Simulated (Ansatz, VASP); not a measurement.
# Sn2C in two plane-wave programs

Aim: how closely do two programs agree when they are given the same cell, functional and k mesh? The cell is generated by rule, not measured, and may not be a known phase. The cell is taken from a series of VASP runs on this material, whose earlier steps may have relaxed, scaled or displaced it; both programs get it as it stands.

Program: Ansatz 0.2.0. Level of theory: plane waves, with VASP 6.6.1 beside it; band structure at PBE, spin-orbit coupling. Results are calculated unless marked as measured.

The structure was built from a prototype and need not be the compound's stable phase.

## Step 1: Set-up

Symmetry: Fm-3m, No. 225, cubic system. Conventional cell: a = 5.186 Å, b = 5.186 Å, c = 5.186 Å, α = 90.00°, β = 90.00°, γ = 90.00°. C has 8 Sn at 2.25 Å nearest. Sn has 4 C at 2.25 Å nearest. Farther neighbours are not listed.

## Step 2: Ansatz: band structure, PBE, spin-orbit coupling

Ansatz runs on its fully relativistic PAW (standard-fr) files.

With cell and atoms fixed, the geometry can't cause a difference; cores, projectors, grids and the points listed under the comparison can.

input.yaml reads:

```yaml
crystal:
  lattice:
    - [0.0, 2.59276, 2.59276]
    - [2.59276, 0.0, 2.59276]
    - [2.59276, 2.59276, 0.0]
  atoms:
    - { symbol: C, position: [0.0, 0.0, 0.0] }
    - { symbol: Sn, position: [0.25, 0.25, 0.25] }
    - { symbol: Sn, position: [0.75, 0.75, 0.75] }
hamiltonian:
  xc: pbe
  pseudopotentials: { kind: paw_fr }
magnetization:
  noncollinear: true
  spin_orbit: true
kpoints:
  mp_grid: { grid: [10, 10, 10] }
  band_path:
    path:
      - [0.0, 0.0, 0.0]
      - [0.16667, 0.0, 0.16667]
      - [0.33333, 0.0, 0.33333]
      - [0.5, 0.0, 0.5]
      - [0.5, 0.08333, 0.58333]
      - [0.5, 0.18333, 0.68333]
      - [0.5, 0.25, 0.75]
      - [0.45, 0.3, 0.75]
      - [0.40833, 0.34167, 0.75]
      - [0.35, 0.35, 0.7]
      - [0.225, 0.225, 0.45]
      - [0.075, 0.075, 0.15]
      - [0.03333, 0.03333, 0.03333]
      - [0.23333, 0.23333, 0.23333]
      - [0.4, 0.4, 0.4]
      - [0.51667, 0.46667, 0.51667]
      - [0.55833, 0.38333, 0.55833]
      - [0.60833, 0.28333, 0.60833]
      - [0.60833, 0.25, 0.64167]
      - [0.55833, 0.25, 0.69167]
      - [0.51667, 0.25, 0.73333]
      - [0.5, 0.3, 0.7]
      - [0.5, 0.38333, 0.61667]
      - [0.5, 0.48333, 0.51667]
      - [0.475, 0.475, 0.55]
      - [0.425, 0.425, 0.65]
      - [0.38333, 0.38333, 0.73333]
      - [0.59167, 0.18333, 0.59167]
      - [0.55, 0.1, 0.55]
      - [0.5, 0.0, 0.5]
    npoints: 1
scf:
  occupations: { method: gaussian, width: 0.02 }
  n_extra_bands: 14
output:
  forces: true
  stress: true
  eigenvalues: true
```

Launch:

```console
ansatz run input.yaml --threads 2 --pin off --max-ram 4608MiB --backend cpu --events-out ev --progress --plain --runs-dir out
```

Numbers of over 12 decimals in the logs are rounded to 6 here.

The log of the run:

```text
scf.n_extra_bands = 14 over 32 filled bands (N_el = 32.0): the run solves 46 bands
Engine: ansatz 0.2.0, aarch64-unknown-linux-gnu
Pseudopotentials: kind: paw_fr
Pseudopotential: C, paw_fr, valence charge 4, recommended cutoff 420 eV (normal), C.paw.azcp#standard-fr
Pseudopotential: Sn, paw_fr, valence charge 14, recommended cutoff 420 eV (normal), Sn.paw.azcp#standard-fr
Functional definition: PBE
  parameter kappa = 0.804
  parameter beta = 0.066725
  exchange = pbe_x(kappa = kappa, mu = beta*pi^2/3)
  correlation = pbe_c(beta = beta)
non-collinear run that drives no moment, with spin-orbit: no starting moment large enough to seed its density (crystal.atoms[].spin), no starting occupations that ask for one, no magnetisation constraint and no magnetic field, so the semilocal B_xc is pinned to zero
Crystal: 3 atoms, lattice volume = 34.859 Å³
Basis set: ecut = 420 eV, 701 PW (Γ), exchange–correlation on 50×50×50 points (8 copies of the dense FFT grid, shifted against one another)
Bands: 46, of which v1, the nominal top of the filled ones, is band 32 counted from 1 (31 counted from 0)
Symmetry: 48 space group operations + 48 with time reversal
Magnetic group: BNS 225.117 (UNI 1619), of the structure as read, at distance tolerance 3.3e-5 Å
k-points: 47 of 1000
Projection manifold: j_resolved (fully-relativistic pseudo-atomic orbitals)
Non-local potential: C, projectors of the file, l = 0: 2, l = 1: 4, l = 2: 2
Non-local potential: Sn, projectors of the file, l = 0: 2, l = 1: 4, l = 2: 4, l = 3: 4
PAW form: soft (Blöchl's): semilocal exchange-correlation on the pseudo side does not see the compensation charge
PAW one-centre angular grid: C, 110 points (default); XC on 64 Gauss nodes
PAW one-centre angular grid: Sn, 590 points (default); XC on 64 Gauss nodes
Initial density: superposition of atomic densities (chi_scale 0.1, normalization cell, long waves kept (reshape's long-wave potential 0.00 eV rms))
Initial wavefunctions: pseudopotential atomic-orbital guess
Functional: x = pbe(κ = 0.804, μ = 0.219515), c = pbe(β = 0.066725)
SCF iter   1: F=—  HF=-12292.746373 eV  |F-HF|=—  |Δ(HF+E_count)|=         —  Δρ=8.49e-2  dr2=3.85e0  dr2_m=0.00e0 (ungated)  ethr=3.10e-3  |M|=0.00e0 ∫|m|=0.00e0 μB  |m|>n=0.0e0 m-floor=0.0e0 τ_xc=0.0e0  β_m=0.30  ⟨swp⟩=7.1  Hψ=5587  notcnv=0  defer=78
preconditioner: auto → none  [insulator: Δε(μ)=0.052 eV  Ē_g=22.886 eV  σ=0.020 eV  W_gap=0.55  n_scr=14 (ndim 8)  ℏωp=35.6 eV  f_vac=0.000  D(μ)=3.19/eV (n_scr^D=50)  ε∞_Penn≈3.4]
SCF iter   2: F=—  HF=-12291.755877 eV  |F-HF|=—  |Δ(HF+E_count)|=   9.90e-1  Δρ=1.75e-2  dr2=4.53e-2  dr2_m=0.00e0 (ungated)  ethr=3.10e-3  |M|=0.00e0 ∫|m|=0.00e0 μB  |m|>n=0.0e0 m-floor=0.0e0 τ_xc=0.0e0  β_m=0.31  ⟨swp⟩=2.7  Hψ=1737  notcnv=0  defer=366
SCF iter   3: F=—  HF=-12291.761142 eV  |F-HF|=—  |Δ(HF+E_count)|=   5.27e-3  Δρ=1.20e-2  dr2=1.83e-2  dr2_m=0.00e0 (ungated)  ethr=1.41e-4  |M|=0.00e0 ∫|m|=0.00e0 μB  |m|>n=0.0e0 m-floor=0.0e0 τ_xc=0.0e0  β_m=0.62  ⟨swp⟩=2.1  Hψ=1145  notcnv=0  defer=364
SCF iter   4: F=—  HF=-12291.770461 eV  |F-HF|=—  |Δ(HF+E_count)|=   9.32e-3  Δρ=8.05e-4  dr2=2.80e-4  dr2_m=0.00e0 (ungated)  ethr=5.72e-5  |M|=0.00e0 ∫|m|=0.00e0 μB  |m|>n=0.0e0 m-floor=0.0e0 τ_xc=0.0e0  β_m=0.71  ⟨swp⟩=2.1  Hψ=1292  notcnv=0  defer=364
SCF iter   5: F=—  HF=-12291.770423 eV  |F-HF|=—  |Δ(HF+E_count)|=   3.81e-5  Δρ=1.79e-4  dr2=9.30e-6  dr2_m=0.00e0 (ungated)  ethr=8.76e-7  |M|=0.00e0 ∫|m|=0.00e0 μB  |m|>n=0.0e0 m-floor=0.0e0 τ_xc=0.0e0  β_m=0.69  ⟨swp⟩=2.0  Hψ=1187  notcnv=0  defer=364
SCF iter   6: F=—  HF=-12291.770419 eV  |F-HF|=—  |Δ(HF+E_count)|=   3.30e-6  Δρ=4.84e-5  dr2=8.65e-7  dr2_m=0.00e0 (ungated)  ethr=2.91e-8  |M|=0.00e0 ∫|m|=0.00e0 μB  |m|>n=0.0e0 m-floor=0.0e0 τ_xc=0.0e0  β_m=0.68  ⟨swp⟩=2.0  Hψ=1793  notcnv=0  defer=364
SCF iter   7: F=-12291.770419 eV  HF=-12291.770419 eV  |F-HF|=2.81e-8  |Δ(HF+E_count)|=   3.06e-7  Δρ=9.92e-6  dr2=3.64e-8  dr2_m=0.00e0 (ungated)  ethr=3.13e-10  |M|=0.00e0 ∫|m|=0.00e0 μB  |m|>n=0.0e0 m-floor=0.0e0 τ_xc=0.0e0  ⟨swp⟩=12.6  Hψ=5635  notcnv=0
SCF 1 converged in 7 iterations: F = -12291.770419 eV  dr2 = 3.64e-8
  greatest PAW one-centre occupation: 0.992 electrons in one spin orbital (limit 2), on the Sn atom at site 1 (counted from 0), in its partial waves of l = 2
NSCF: frozen V_eff on 30 k-points
SCF converged after 7 iterations
Magnetization: |M| = 0.0000 μB,  M = (+0.0000, +0.0000, +0.0000) μB
Absolute magnetization: 0.0000 μB (∫|m|)
  site 0: m = (+0.0000, +0.0000, +0.0000) μB, |m| = 0.0000 μB  (R = 0.93 Å)
  site 1: m = (+0.0000, +0.0000, +0.0000) μB, |m| = 0.0000 μB  (R = 0.93 Å)
  site 2: m = (+0.0000, +0.0000, +0.0000) μB, |m| = 0.0000 μB  (R = 0.93 Å)
Free energy (F): -12291.770419 eV
Harris-Foulkes:  -12291.770419 eV  (|F-HF|=2.81e-8)
Internal energy: -12291.769708 eV  (E = F + TS)
E sigma→0 (E₀):  -12291.770064 eV
Entropy (-TS):   -0.000711 eV (-0.237 meV/atom)
Fermi energy:    22.123705 eV
--- Per-component energies (eV) ---
  E_band       = 161.443686
  E_kinetic    = 495.320964
  E_local      = -907.715789  (includes V_loc(G=0)·N_el)
  E_nonlocal   = -30.735295
  E_hartree    = 797.201412
  E_xc         = -827.679343
  E_vxc        = -270.551056  (∫ρ·V_xc dr)
  E_paw        = -8378.376237  (= ΣΔE_a)
  E_vpaw       = -719.277831  (= ΣTr[D̂ρ^β])
  E_aug_tail   = 0.000003  (compensation charges beyond the density's cutoff)
  E_ewald      = -3439.785422
  E_smearing   = -0.000711  (= −TS)
  E_closure    = 0.000000  (closes the sum)
  Σ components = -12291.770419   (vs F -12291.770419, Δ=0.00e0)
--- Forces (eV/Å), atoms counted from 1 ---
  atom   1  C     -0.00000000     0.00000000    -0.00000000
  atom   2  Sn    -0.00000000    -0.00000000     0.00000000
  atom   3  Sn    -0.00000000     0.00000000     0.00000000
  max |Σ_I F_I| component: 1.67e-16 eV/Å
--- Stress (GPa, compression-positive) ---
      149.003915       0.000000      -0.000000
        0.000000     149.003915      -0.000000
        0.000000      -0.000000     149.003915
  P = ⅓ Tr σ = 149.0039 GPa (1490.039 kbar)
--- Band table (eV; the first three rows and the last of 47) ---
  k-point 0: bands = [... 28 lower, 18.4063, 18.4063, 20.1441, 20.1441, 21.1301, 21.1301, 21.1301, 21.1301, ... 10 higher]
  k-point 1: bands = [... 28 lower, 18.5707, 18.5707, 20.7221, 20.7221, 21.2810, 21.2810, 21.5249, 21.5249, ... 10 higher]
  k-point 2: bands = [... 28 lower, 18.3724, 18.3724, 21.6543, 21.6543, 21.9247, 21.9247, 22.2315, 22.2315, ... 10 higher]
  k-point 46: bands = [... 28 lower, 21.1690, 21.1690, 21.5008, 21.5008, 23.5291, 23.5291, 23.8956, 23.8956, ... 10 higher]
```

The job ended after 12 s (2 threads of Arm Neoverse V1, shared host; peak memory 0.48 GiB).

Reading the cycles: dr2 is the Hartree energy of the density residual (eV), the measure of convergence; HF is the Harris–Foulkes estimate of the energy, which meets the free energy F at convergence.

## Step 3: VASP: band structure, PBE, spin-orbit coupling

The same cell, functional, mesh and smearing now go to VASP, with its own data sets and cutoff.

Lines of VASP's logs that name or quote its potential files are left out, and so is its time.

INCAR reads:

```
SYSTEM = Sn2C
PREC = Accurate
ENCUT = 520
EDIFF = 1E-06
NELM = 100
ISMEAR = 0
SIGMA = 0.02
LREAL = .FALSE.
ALGO = Normal
GGA = PE
LNONCOLLINEAR = .TRUE.
MAGMOM = 0 0 0 0 0 0 0 0 0
NBANDS = 44
GGA_COMPAT = .FALSE.
LASPH = .TRUE.
LSORBIT = .TRUE.
LORBIT = 11
LWAVE = .FALSE.
LCHARG = .FALSE.
KPAR = 4
ISIF = 2
```

POSCAR reads:

```
Sn2C
1.0
    0.0000000000      2.5927600000      2.5927600000
    2.5927600000      0.0000000000      2.5927600000
    2.5927600000      2.5927600000      0.0000000000
C Sn
1 2
Direct
    0.0000000000      0.0000000000      0.0000000000
    0.2500000000      0.2500000000      0.2500000000
    0.7500000000      0.7500000000      0.7500000000
```

KPOINTS reads:

```
Automatic mesh
0
Gamma
10 10 10
0 0 0
```

KPOINTS_OPT reads:

```
Line mode
16
Line-mode
Reciprocal
  0.00000000   0.00000000   0.00000000 GAMMA
  0.50000000   0.00000000   0.50000000 X

  0.50000000   0.00000000   0.50000000 X
  0.50000000   0.25000000   0.75000000 W

  0.50000000   0.25000000   0.75000000 W
  0.37500000   0.37500000   0.75000000 K

  0.37500000   0.37500000   0.75000000 K
  0.00000000   0.00000000   0.00000000 GAMMA

  0.00000000   0.00000000   0.00000000 GAMMA
  0.50000000   0.50000000   0.50000000 L

  0.50000000   0.50000000   0.50000000 L
  0.62500000   0.25000000   0.62500000 U

  0.62500000   0.25000000   0.62500000 U
  0.50000000   0.25000000   0.75000000 W

  0.50000000   0.25000000   0.75000000 W
  0.50000000   0.50000000   0.50000000 L

  0.50000000   0.50000000   0.50000000 L
  0.37500000   0.37500000   0.75000000 K

  0.62500000   0.25000000   0.62500000 U
  0.50000000   0.00000000   0.50000000 X
```

Potentials, in the order of the species: C and Sn_d (PBE family, release 64).

Launch:

```console
mpirun -np 4 vasp_ncl
```

The log of the run:

```text
[banner, memory and clock lines left out]
running    4 mpi-ranks, on    1 nodes
 distrk:  each k-point on    1 cores,    4 groups
 distr:  one band on    1 cores,    1 groups

 POSCAR found type information on POSCAR C Sn
 POSCAR found :  2 types and       3 ions
 LDA part: xc-table for (Slater+PW92), standard interpolation
 POSCAR, INCAR and KPOINTS ok, starting setup
 FFT: planning ... GRIDC
 FFT: planning ... GRID_SOFT
 FFT: planning ... GRID
 WAVECAR not read
 entering main loop
       N       E                     dE             d eps       ncg     rms          rms(c)
DAV:   1     0.361082614479E+03    0.36108E+03   -0.14496E+04  4528   0.273E+03
DAV:   2     0.516240428752E+02   -0.30946E+03   -0.29495E+03  4136   0.637E+02
DAV:   3    -0.348824392914E+01   -0.55112E+02   -0.52882E+02  4532   0.215E+02
DAV:   4    -0.692752610547E+01   -0.34393E+01   -0.33085E+01  4792   0.560E+01
DAV:   5    -0.702532671073E+01   -0.97801E-01   -0.97539E-01  5228   0.888E+00    0.953E+00
DAV:   6    -0.516462616953E+01    0.18607E+01   -0.34868E+00  5468   0.242E+01    0.497E+00
DAV:   7    -0.516707442221E+01   -0.24483E-02   -0.84079E-01  4608   0.575E+00    0.249E+00
DAV:   8    -0.512406839960E+01    0.43006E-01   -0.68776E-02  6412   0.205E+00    0.892E-01
DAV:   9    -0.511686147391E+01    0.72069E-02   -0.65893E-03  6292   0.969E-01    0.317E-01
DAV:  10    -0.511629337128E+01    0.56810E-03   -0.24941E-03  5712   0.425E-01    0.556E-02
DAV:  11    -0.511627933176E+01    0.14040E-04   -0.34230E-04  4860   0.131E-01    0.197E-02
DAV:  12    -0.511627102888E+01    0.83029E-05   -0.18068E-05  4924   0.442E-02    0.105E-02
DAV:  13    -0.511627230969E+01   -0.12808E-05   -0.90964E-06  4796   0.228E-02    0.825E-03
DAV:  14    -0.511627204687E+01    0.26282E-06   -0.76241E-07  3232   0.990E-03
   1 F= -.51162720E+01 E0= -.51158976E+01  d E =-.748934E-03  mag=    -0.0000    -0.0000    -0.0000
 Start KPOINTS_OPT (optional k-point list driver)
k-point batch [1-47\160]
       N       E                     dE             ncg
DAV:   1     0.174424442701E+05   -0.30028E+05     4544
DAV:   2     0.286983083928E+04   -0.14573E+05     4136
DAV:   3     0.369030667308E+03   -0.25008E+04     4660
DAV:   4     0.232825785914E+03   -0.13620E+03     4808
DAV:   5     0.228694648099E+03   -0.41311E+01     5744
DAV:   6     0.228548722596E+03   -0.14593E+00     6016
DAV:   7     0.228543822370E+03   -0.49002E-02     5920
DAV:   8     0.228543737831E+03   -0.84539E-04     5460
DAV:   9     0.228543736999E+03   -0.83224E-06     3500
[...]
k-point batch [142-160\160]
       N       E                     dE             ncg
DAV:   1     0.381003369300E+05   -0.16189E+05     1812
DAV:   2     0.321074440666E+05   -0.59929E+04     1672
DAV:   3     0.310714588568E+05   -0.10360E+04     1912
DAV:   4     0.310197196871E+05   -0.51739E+02     1924
DAV:   5     0.310181735635E+05   -0.15461E+01     2320
DAV:   6     0.310181111134E+05   -0.62450E-01     2484
DAV:   7     0.310181093612E+05   -0.17522E-02     2412
DAV:   8     0.310181093426E+05   -0.18551E-04     2260
DAV:   9     0.310181093424E+05   -0.27051E-06     1424
```

OUTCAR, selected parts (step 3):

```text
ion  position               nearest neighbor table
   1  0.000  0.000  0.000-   3 2.25   3 2.25   3 2.25   2 2.25   3 2.25   2 2.25   2 2.25   2 2.25

  LATTYP: Found a face centered cubic cell.
 ALAT       =     5.1855200000

 Subroutine GETGRP returns: Found 48 space group operations
 (whereof 48 operations were pure point group operations)

The static configuration has the point symmetry O_h .

 Found     47 irreducible k-points:

   k-points           NKPTS =     47   k-points in BZ     NKDIM =     47   number of bands    NBANDS=     44

   dimension x,y,z NGX =    28 NGY =   28 NGZ =   28
   dimension x,y,z NGXF=    56 NGYF=   56 NGZF=   56

   ENCUT  =  520.0 eV  38.22 Ry    6.18 a.u.   6.82  6.82  6.82*2*pi/ulx,y,z

   NELECT =      32.0000    total number of electrons

 k-points in reciprocal lattice and weights: Automatic mesh
   0.00000000  0.00000000  0.00000000       0.001
   0.10000000  0.00000000  0.00000000       0.008
   0.20000000  0.00000000  0.00000000       0.008
   0.30000000  0.00000000  0.00000000       0.008
   0.40000000  0.00000000  0.00000000       0.008
   0.50000000  0.00000000  0.00000000       0.004
   0.10000000  0.10000000  0.00000000       0.006
   0.20000000  0.10000000  0.00000000       0.024
   0.30000000  0.10000000  0.00000000       0.024
[...]
-0.30000000  0.40000000  0.20000000       0.024
  -0.30000000  0.50000000  0.20000000       0.012

 average (electrostatic) potential at core
       1 -39.0083       2 -90.8213       3 -90.8213

 E-fermi :  17.2964

 k-point     1 :       0.0000    0.0000    0.0000
  band No.  band energies     occupation
    ...
     32      15.3388      1.00000
     33      16.2926      1.00000
     34      16.2926      1.00000
     35      16.2926      1.00000
     36      16.2926      1.00000
     37      21.3637      0.00000
     38      21.3637      0.00000
     39      23.0073      0.00000
     40      23.0073      0.00000
     41      23.4435      0.00000
    ...

 k-point     2 :       0.1000    0.0000    0.0000
  band No.  band energies     occupation
    ...
     32      15.9082      1.00000
     33      16.4479      1.00000
     34      16.4479      1.00000
     35      16.6879      1.00000
     36      16.6879      1.00000
     37      22.0494      0.00000
     38      22.0494      0.00000
     39      22.6605      0.00000
     40      22.6605      0.00000
     41      22.9159      0.00000
    ...

 k-point     3 :       0.2000    0.0000    0.0000
  band No.  band energies     occupation
    ...
     30      13.5454      1.00000
     31      16.8373      1.00000
     32      16.8373      1.00000
     33      17.0945      1.00000
     34      17.0945      1.00000
     35      17.3965      0.00000
     36      17.3965      0.00000
     37      21.6517      0.00000
     38      21.6517      0.00000
     39      22.1386      0.00000
    ...

  Total       32.4944895     32.4944895     32.4944895      0.0000000      0.0000000     -0.0000000
  in kB     1493.4935518   1493.4935518   1493.4935518      0.0000000      0.0000000     -0.0000000
  external PRESSURE =    1493.4935518 kB  Pullay stress =       0.0000000 kB

  energy-cutoff  :      520.00
  volume of cell :       34.86
      direct lattice vectors                 reciprocal lattice vectors
     0.000000000  2.592760000  2.592760000    -0.192844691  0.192844691  0.192844691
     2.592760000  0.000000000  2.592760000     0.192844691 -0.192844691  0.192844691
     2.592760000  2.592760000  0.000000000     0.192844691  0.192844691 -0.192844691

 POSITION                                       TOTAL-FORCE (eV/Angst)
 -----------------------------------------------------------------------------------
      0.00000      0.00000      0.00000        -0.000000      0.000000      0.000000
      1.29638      1.29638      1.29638        -0.000000     -0.000000     -0.000000
      3.88914      3.88914      3.88914         0.000000      0.000000      0.000000
 -----------------------------------------------------------------------------------
    total drift:                                0.000000      0.000000      0.000000

  FREE ENERGIE OF THE ION-ELECTRON SYSTEM (eV)
  ---------------------------------------------------
  free  energy   TOTEN  =        -5.1162720469 eV

  energy  without entropy=       -5.1155231131  energy(sigma->0) =       -5.11589758

 Spin-Orbit-Coupling matrix elements
 Ion:    1  E_soc:     -0.0001338
 Ion:    2  E_soc:     -0.1206561
 Ion:    3  E_soc:     -0.1206561

 total charge
# of ion       s       p       d       tot
------------------------------------------
    1        1.039   1.428   0.000   2.467
    2        1.285   1.521  10.337  13.143
    3        1.285   1.521  10.337  13.143
--------------------------------------------------
tot          3.609   4.469  20.675  28.753

 magnetization (x)
# of ion       s       p       d       tot
------------------------------------------
    1       -0.000   0.000   0.000   0.000
    2       -0.000   0.000   0.000  -0.000
    3        0.000   0.000   0.000   0.000
--------------------------------------------------
tot          0.000   0.000   0.000   0.000

 magnetization (y)
# of ion       s       p       d       tot
------------------------------------------
    1       -0.000   0.000   0.000   0.000
    2        0.000   0.000   0.000   0.000
    3        0.000   0.000   0.000   0.000
--------------------------------------------------
tot         -0.000   0.000   0.000   0.000

 magnetization (z)
# of ion       s       p       d       tot
------------------------------------------
    1        0.000  -0.000   0.000  -0.000
    2       -0.000  -0.000   0.000  -0.000
    3       -0.000  -0.000   0.000  -0.000
--------------------------------------------------
tot         -0.000  -0.000   0.000  -0.000

[... 3 further parts left out ...]
```

The run ends at a pressure of 149.35 GPa.

## Step 4: Comparison

Known differences besides the potentials themselves: spin-orbit coupling enters by fully relativistic files in Ansatz and inside the spheres in VASP; the cutoff is 420 eV in Ansatz and 520 eV in VASP. Total energies have different zeros and are not compared.

The two programs side by side:

```tsv
quantity	Ansatz	VASP	difference
pressure (GPa)	149.00	149.35	-0.35
pressure without Ansatz's Pulay correction (GPa)	148.50	149.35	-0.85
```

Levels from 3 eV below to 2 eV above the Fermi level differ by 6 meV r.m.s. and 22 meV at most; each VASP level is matched to the nearest of Ansatz, which flatters the figure a little. Ansatz's pressure holds a Pulay correction of 0.50 GPa; VASP's holds none.

## Step 5: Summary of results

```json
{
 "r.m.s. difference of levels near the Fermi level (band structure, PBE, spin-orbit coupling)": "6.1 meV"
}
```

In words: The r.m.s. difference of levels near the Fermi level is 6.1 meV (band structure, PBE, spin-orbit coupling), within the 80 meV picked in this series as the mark of a large difference. 1 further run of this series is not shown here. How closely two codes agree says nothing of how well the functional describes the real material.

[Lines on the potential files, build, host, timing and source positions are cut from VASP's logs without a mark.]

[Logs are printed without paths, hosts, clocks, repeated set-up lines and the standing remarks that a program may print on its own settings, such as how far it seeks lower states.]

[Hosts, paths, dates, database ids (printed as entryN), source tags and the programs' standing remarks are cut or masked in the printed files.]
